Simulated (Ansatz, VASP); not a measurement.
# Cross-check of Ge5H3 (H:Ge(100)-2x1) between VASP and Ansatz

Wanted: the spread between two codes on one cell, functional and k mesh. The cell is taken from a series of runs on this material, whose earlier steps may have relaxed, scaled, displaced or heated it; both programs get it as it stands.

Method: plane waves, with VASP 6.6.1 beside it; single point at PBE, in Ansatz 0.2.0.

**1. Starting point**

The cell holds 96 atoms: 60 Ge and 36 H. Its edges and angles: a = 16.292 Å, b = 12.219 Å, c = 23.953 Å, α = 90.0°, β = 90.0°, γ = 90.0°. It derives from Ge (H:Ge(100)-2x1). As first built, before any earlier steps moved the atoms (in the runner's words): diamond Ge(100), 4 x 3 surface cells, five layers, dimers with one H on each atom, bottom capped by H (lattice constants typed as starting values near PBE's), lower atoms held. Vacuum lies along c.

**2. VASP: single point, PBE**

A single point gives forces, pressure and levels at one fixed geometry, so differences don't come from the geometry; what else differs is listed under the comparison.

Lines of VASP's logs that name or quote its potential files are left out, and so is its time.

INCAR

```
SYSTEM = Ge5H3
PREC = Accurate
ENCUT = 410
EDIFF = 1E-06
NELM = 120
ISMEAR = -1
SIGMA = 0.025
LREAL = Auto
ALGO = Normal
GGA = PE
NBANDS = 512
LORBIT = 11
LWAVE = .FALSE.
LCHARG = .FALSE.
ISIF = 2
LASPH = .TRUE.
GGA_COMPAT = .FALSE.
EFERMI = MIDGAP
NCORE = 2
```

POSCAR

```
Ge5H3
1.0
   16.2917400000      0.0000000000      0.0000000000
    0.0000000000     12.2188100000      0.0000000000
    0.0000000000      0.0000000000     23.9526600000
Ge H
60 36
Direct
    0.0000000000      0.0000000000      0.0788700000
    0.1250000000      0.0000000000      0.1389900000
    0.1250000000      0.1666666667      0.1934500000
    0.0058900000      0.1666666667      0.2560400000
    0.0472600000      0.0000000000      0.3070900000
    0.0000000000      0.3333333333      0.0788700000
    0.1250000000      0.3333333333      0.1389900000
    0.1250000000      0.5000000000      0.1934500000
    0.0058900000      0.5000000000      0.2560400000
    0.0472600000      0.3333333333      0.3070900000
    0.0000000000      0.6666666667      0.0788700000
    0.1250000000      0.6666666667      0.1389900000
    0.1250000000      0.8333333333      0.1934500000
    0.0058900000      0.8333333333      0.2560400000
    0.0472600000      0.6666666667      0.3070900000
    0.2500000000      0.0000000000      0.0788700000
    0.3750000000      0.0000000000      0.1389900000
    0.3750000000      0.1666666667      0.2001900000
    0.2441100000      0.1666666667      0.2560400000
    0.2027400000      0.0000000000      0.3070900000
    0.2500000000      0.3333333333      0.0788700000
    0.3750000000      0.3333333333      0.1389900000
    0.3750000000      0.5000000000      0.2001900000
    0.2441100000      0.5000000000      0.2560400000
    0.2027400000      0.3333333333      0.3070900000
    0.2500000000      0.6666666667      0.0788700000
    0.3750000000      0.6666666667      0.1389900000
    0.3750000000      0.8333333333      0.2001900000
    0.2441100000      0.8333333333      0.2560400000
    0.2027400000      0.6666666667      0.3070900000
[... 60 atom lines left out ...]
    0.5161700000      0.0000000000      0.3684200000
    0.5161700000      0.3333333333      0.3684200000
    0.5161700000      0.6666666667      0.3684200000
    0.7338300000      0.0000000000      0.3684200000
    0.7338300000      0.3333333333      0.3684200000
    0.7338300000      0.6666666667      0.3684200000
```

KPOINTS

```
Automatic mesh
0
Gamma
1 1 1
0 0 0
```

The projector-augmented-wave data sets are Ge_d and H (PBE family, release 64).

Command:

```bash
$ mpirun -np 8 vasp_gam
```

Numbers of over 12 decimals in the logs are rounded to 6 here.

Output:

```text
[banner, memory and clock lines left out]
running    8 mpi-ranks, on    1 nodes
[...]
LDA part: xc-table for (Slater+PW92), standard interpolation
 POSCAR, INCAR and KPOINTS ok, starting setup
[...]
entering main loop
       N       E                     dE             d eps       ncg     rms          rms(c)
DAV:   1     0.121790139434E+05    0.12179E+05   -0.39891E+05  1136   0.283E+03
DAV:   2     0.226546541314E+04   -0.99135E+04   -0.97239E+04  1304   0.686E+02
DAV:   3    -0.112072449427E+03   -0.23775E+04   -0.22767E+04  1424   0.238E+02
DAV:   4    -0.375605056974E+03   -0.26353E+03   -0.25978E+03  1160   0.877E+01
[...]
DAV:  27    -0.376574928732E+03   -0.37245E-05   -0.13360E-07   672   0.200E-03    0.195E-04
DAV:  28    -0.376574930736E+03   -0.20037E-05   -0.85488E-08   680   0.115E-03    0.173E-04
DAV:  29    -0.376574931711E+03   -0.97539E-06   -0.40878E-08   664   0.108E-03
   1 F= -.37657493E+03 E0= -.37657493E+03  d E =-.380702E-10
```

Parts of OUTCAR (step 2):

```text
  FREE ENERGIE OF THE ION-ELECTRON SYSTEM (eV)
  ---------------------------------------------------
  free  energy   TOTEN  =      -376.5749317110 eV

  energy  without entropy=     -376.5749317109  energy(sigma->0) =     -376.57493171
```

**3. Ansatz: single point, PBE**

Ansatz runs on its default PAW (the set named soft_2) files.

The same cell, functional, mesh and smearing now go to Ansatz, which takes its cutoff from its data sets.

input.yaml

```yaml
crystal:
  lattice:
    - [16.29174, 0.0, 0.0]
    - [0.0, 12.21881, 0.0]
    - [0.0, 0.0, 23.95266]
  atoms:
    - { symbol: Ge, position: [0.0, 0.0, 0.07887] }
    - { symbol: Ge, position: [0.125, 0.0, 0.13899] }
    - { symbol: Ge, position: [0.125, 0.16667, 0.19345] }
    - { symbol: Ge, position: [0.00589, 0.16667, 0.25604] }
    - { symbol: Ge, position: [0.04726, 1.0, 0.30709] }
    - { symbol: Ge, position: [0.0, 0.33333, 0.07887] }
    - { symbol: Ge, position: [0.125, 0.33333, 0.13899] }
    - { symbol: Ge, position: [0.125, 0.5, 0.19345] }
    - { symbol: Ge, position: [0.00589, 0.5, 0.25604] }
    - { symbol: Ge, position: [0.04726, 0.33333, 0.30709] }
    - { symbol: Ge, position: [0.0, 0.66667, 0.07887] }
    - { symbol: Ge, position: [0.125, 0.66667, 0.13899] }
    - { symbol: Ge, position: [0.125, 0.83333, 0.19345] }
    - { symbol: Ge, position: [0.00589, 0.83333, 0.25604] }
    - { symbol: Ge, position: [0.04726, 0.66667, 0.30709] }
    - { symbol: Ge, position: [0.25, 0.0, 0.07887] }
    - { symbol: Ge, position: [0.375, 0.0, 0.13899] }
    - { symbol: Ge, position: [0.375, 0.16667, 0.20019] }
    - { symbol: Ge, position: [0.24411, 0.16667, 0.25604] }
    - { symbol: Ge, position: [0.20274, 1.0, 0.30709] }
    - { symbol: Ge, position: [0.25, 0.33333, 0.07887] }
    - { symbol: Ge, position: [0.375, 0.33333, 0.13899] }
    - { symbol: Ge, position: [0.375, 0.5, 0.20019] }
    - { symbol: Ge, position: [0.24411, 0.5, 0.25604] }
    - { symbol: Ge, position: [0.20274, 0.33333, 0.30709] }
    - { symbol: Ge, position: [0.25, 0.66667, 0.07887] }
    - { symbol: Ge, position: [0.375, 0.66667, 0.13899] }
    - { symbol: Ge, position: [0.375, 0.83333, 0.20019] }
    - { symbol: Ge, position: [0.24411, 0.83333, 0.25604] }
    - { symbol: Ge, position: [0.20274, 0.66667, 0.30709] }
[... 60 atom lines left out ...]
    - { symbol: H, position: [0.51617, 1.0, 0.36842] }
    - { symbol: H, position: [0.51617, 0.33333, 0.36842] }
    - { symbol: H, position: [0.51617, 0.66667, 0.36842] }
    - { symbol: H, position: [0.73383, 1.0, 0.36842] }
    - { symbol: H, position: [0.73383, 0.33333, 0.36842] }
    - { symbol: H, position: [0.73383, 0.66667, 0.36842] }
kpoints:
  mp_grid: { grid: [1, 1, 1] }
hamiltonian:
  xc: pbe
scf:
  occupations: { method: fermi_dirac, width: 0.025 }
output:
  forces: true
```

Command:

```bash
$ ansatz run input.yaml --threads 4 --pin off --max-ram 15872MiB --backend cpu --events-out ev --progress --plain --runs-dir out
```

Output:

```text
Warning: the atoms were moved onto the symmetric positions of the space group found under crystal.symmetry.tolerance 1.0e-5 (fractional; no operation is sought that the atoms, as they stand in a round, miss by more than twice it, and no atom is moved by as much as it), and the run uses the moved positions. Before a round's move an operation carried an atom to 8.15e-5 Å from where it should land, the largest such dist [...]
[...]
Crystal: 96 atoms, lattice volume = 4768.152 Å³
Basis set: ecut = 420 eV, 93107 PW (Γ), exchange–correlation on 240×180×324 points (8 copies of the dense FFT grid, shifted against one another)
Bands: 534, of which v1, the nominal top of the filled ones, is band 438 counted from 1 (437 counted from 0)
Symmetry: 24 space group operations
Space group: Pmm2 (ITA 25), of the structure as read, at distance tolerance 1.7e-4 Å
k-points: 1
Non-local potential: Ge, projectors of the file, l = 0: 2, l = 1: 2, l = 2: 3, l = 3: 1
Non-local potential: H, projectors of the file, l = 0: 2, l = 1: 1
PAW form: soft (Blöchl's): semilocal exchange-correlation on the pseudo side does not see the compensation charge
PAW one-centre angular grid: Ge, 590 points (default); XC on 64 Gauss nodes
PAW one-centre angular grid: H, 110 points (default); XC on 64 Gauss nodes
Initial density: superposition of atomic densities (neutral atoms: chi_scale 0, normalization atom), corrected by the library's trained network
Initial wavefunctions: pseudopotential atomic-orbital guess
Functional: x = pbe(κ = 0.804, μ = 0.219515), c = pbe(β = 0.066725)
SCF iter   1: F=—  HF=-258254.062308 eV  |F-HF|=—  |Δ(HF+E_count)|=         —  Δρ=1.62e-3  dr2=3.80e-1  ethr=1.77e-3  ⟨swp⟩=6.0  Hψ=1989  notcnv=0  defer=33
preconditioner: auto → Resta (q_TF=auto, 2.057 Å⁻¹)  ε∞=1.5  [insulator: Δε(μ)=1.275 eV  Ē_g=21.785 eV  σ=0.025 eV  W_gap=1.00  n_scr=700 (ndim 8)  ℏωp=15.9 eV  f_vac=0.636  D(μ)=0.00/eV (n_scr^D=0)  ε∞_Penn≈1.5  vacuum switching on, ρ_ref=3.4e-2 e/Å³]
SCF iter   2: F=—  HF=-258254.037221 eV  |F-HF|=—  |Δ(HF+E_count)|=   2.51e-2  Δρ=1.13e-3  dr2=2.75e-1  ethr=4.34e-5  ⟨swp⟩=4.0  Hψ=1139  notcnv=0  defer=90
SCF iter   3: F=—  HF=-258254.007425 eV  |F-HF|=—  |Δ(HF+E_count)|=   2.98e-2  Δρ=6.39e-4  dr2=6.47e-2  ethr=3.14e-5  ⟨swp⟩=3.0  Hψ=548  notcnv=0  defer=63
automatic band count: iteration 3 solves 507 bands in place of 534: the levels show a gap, and the empty bands left out lie too high to hold charge; the band table lists the bands solved (type scf.n_extra_bands for more)
SCF iter   4: F=—  HF=-258254.007270 eV  |F-HF|=—  |Δ(HF+E_count)|=   1.55e-4  Δρ=3.50e-4  dr2=2.84e-2  ethr=7.38e-6  ⟨swp⟩=3.0  Hψ=531  notcnv=0  defer=63
SCF iter   5: F=—  HF=-258254.004804 eV  |F-HF|=—  |Δ(HF+E_count)|=   2.47e-3  Δρ=1.32e-4  dr2=1.27e-3  ethr=3.24e-6  ⟨swp⟩=2.0  Hψ=605  notcnv=0  defer=62
SCF iter   6: F=—  HF=-258254.004980 eV  |F-HF|=—  |Δ(HF+E_count)|=   1.76e-4  Δρ=5.21e-5  dr2=1.16e-4  ethr=1.45e-7  ⟨swp⟩=2.0  Hψ=549  notcnv=0  defer=62
SCF iter   7: F=—  HF=-258254.004979 eV  |F-HF|=—  |Δ(HF+E_count)|=   5.83e-7  Δρ=1.39e-5  dr2=9.06e-6  ethr=1.32e-8  ⟨swp⟩=2.0  Hψ=883  notcnv=0  defer=62
SCF iter   8: F=—  HF=-258254.005795 eV  |F-HF|=—  |Δ(HF+E_count)|=   8.15e-4  Δρ=6.18e-6  dr2=1.53e-6  ethr=1.03e-9  ⟨swp⟩=2.0  Hψ=883  notcnv=0  defer=62
SCF iter   9: F=-258254.005797 eV  HF=-258254.005797 eV  |F-HF|=1.19e-7  |Δ(HF+E_count)|=   2.26e-6  Δρ=1.41e-6  dr2=7.90e-8  ethr=1.14e-11  ⟨swp⟩=3.0  Hψ=1923  notcnv=0
SCF 1 converged in 9 iterations: F = -258254.005797 eV  dr2 = 7.90e-8
  greatest PAW one-centre occupation: 0.998 electrons in one spin orbital (limit 2), on the Ge atom at site 40 (counted from 0), in its partial waves of l = 2
SCF converged after 9 iterations
Free energy (F): -258254.005797 eV
Harris-Foulkes:  -258254.005797 eV  (|F-HF|=1.19e-7)
Internal energy: -258254.005797 eV  (E = F + TS)
E sigma→0 (E₀):  -258254.005797 eV
Fermi energy:    -0.492585 eV
--- Per-component energies (eV) ---
  E_band       = -16583.639545
  E_kinetic    = 7150.258101
  E_local      = -837096.346466  (includes V_loc(G=0)·N_el)
  E_nonlocal   = 25196.511935
  E_hartree    = 405645.900078
  E_xc         = -4832.917264
  E_vxc        = -4261.189830  (∫ρ·V_xc dr)
  E_paw        = -121246.669426  (= ΣΔE_a)
  E_vpaw       = -18864.617978  (= ΣTr[D̂ρ^β])
  E_aug_tail   = -0.026196  (compensation charges beyond the density's cutoff)
  E_ewald      = 266929.283440
  E_smearing   = -0.000000  (= −TS)
  E_closure    = 0.000000  (closes the sum)
  Σ components = -258254.005797   (vs F -258254.005797, Δ=0.00e0)
--- Forces (eV/Å), atoms counted from 1 ---
  atom   1  Ge     0.19261501     0.00000000     0.46483968
  atom   2  Ge     0.00000000    -0.00000000    -0.97660684
  atom   3  Ge     0.00000000    -0.00000000     0.02212952
  atom   4  Ge    -0.02248670    -0.00000000     0.06419356
  atom   5  Ge    -0.01491288     0.00000000     0.04801226
  atom   6  Ge     0.19261501     0.00000000     0.46483968
  atom   7  Ge     0.00000000     0.00000000    -0.97660684
  atom   8  Ge     0.00000000     0.00000000     0.02212952
  atom   9  Ge    -0.02248670    -0.00000000     0.06419356
  atom  10  Ge    -0.01491288     0.00000000     0.04801226
  atom  11  Ge     0.19261501    -0.00000000     0.46483968
  atom  12  Ge     0.00000000    -0.00000000    -0.97660684
  atom  13  Ge     0.00000000    -0.00000000     0.02212952
  atom  14  Ge    -0.02248670    -0.00000000     0.06419356
  atom  15  Ge    -0.01491288     0.00000000     0.04801226
  atom  16  Ge    -0.19261501     0.00000000     0.46483968
  atom  17  Ge    -0.00000000     0.00000000     0.03683343
  atom  18  Ge     0.00000000     0.00000000     0.00720443
  atom  19  Ge     0.02248670    -0.00000000     0.06419356
  atom  20  Ge     0.01491288    -0.00000000     0.04801226
  atom  21  Ge    -0.19261501     0.00000000     0.46483968
  atom  22  Ge     0.00000000     0.00000000     0.03683343
  atom  23  Ge    -0.00000000     0.00000000     0.00720443
  atom  24  Ge     0.02248670    -0.00000000     0.06419356
[...]
atom  89  H      0.00468730    -0.00000000     0.01778622
  atom  90  H      0.00468730    -0.00000000     0.01778622
  atom  91  H     -0.00468730     0.00000000     0.01778622
  atom  92  H     -0.00468730     0.00000000     0.01778622
  atom  93  H     -0.00468730     0.00000000     0.01778622
  atom  94  H      0.00468730     0.00000000     0.01778622
  atom  95  H      0.00468730     0.00000000     0.01778622
  atom  96  H      0.00468730     0.00000000     0.01778622
  max |Σ_I F_I| component: 1.84e-4 eV/Å
```

**4. Differences**

Known differences besides the potentials themselves: Ansatz takes its cutoff from its data sets, VASP runs at 410 eV. Total energies have different zeros and are not compared.

Both answers:

| quantity | Ansatz | VASP | difference |
| --- | --- | --- | --- |
| gap on the k mesh (eV) | 1.245 | 1.247 | -0.003 |

Forces on 10 of the 96 atoms, those with the largest forces and the largest differences (eV/Å; atoms numbered as in POSCAR):

| atom | Ansatz x, y, z | VASP x, y, z |
| --- | --- | --- |
| Ge1 | 0.193, 0.000, 0.465 | 0.193, 0.000, 0.435 |
| Ge2 | 0.000, 0.000, -0.977 | 0.000, 0.000, -0.977 |
| Ge6 | 0.193, 0.000, 0.465 | 0.193, 0.000, 0.435 |
| Ge7 | 0.000, 0.000, -0.977 | 0.000, 0.000, -0.977 |
| Ge11 | 0.193, 0.000, 0.465 | 0.193, 0.000, 0.435 |
| Ge12 | 0.000, 0.000, -0.977 | 0.000, 0.000, -0.977 |
| Ge16 | -0.193, 0.000, 0.465 | -0.193, 0.000, 0.435 |
| Ge32 | 0.000, 0.000, -0.977 | 0.000, 0.000, -0.977 |
| Ge37 | 0.000, 0.000, -0.977 | 0.000, 0.000, -0.977 |
| Ge42 | 0.000, 0.000, -0.977 | 0.000, 0.000, -0.977 |

The forces differ by 11 meV/Å r.m.s., which is 6.2 % of the r.m.s. force of 0.186 eV/Å (both taken over all components). A gap on the mesh is an upper bound, since the band edges may lie between its points. With vacuum in the cell, a pressure given here is an average over mostly empty space and none of the material.

**5. Results**

```
r.m.s. force difference (single point, PBE) : 11 meV/Å
```

The r.m.s. force difference is 11 meV/Å (single point, PBE), at about the 12 meV/Å picked in this series as the mark of a large difference. Such differences can come from data sets, numerical settings and the points named under the comparisons, not from the functional's error against experiment.

[Lines on the potential files, build, host, timing and source positions are cut from VASP's logs without a mark.]

[Logs are printed without paths, hosts, clocks, repeated set-up lines and the standing remarks that a program may print on its own settings, such as how far it seeks lower states.]

[Hosts, paths, dates, database ids (printed as entryN), source tags and the programs' standing remarks are cut or masked in the printed files.]
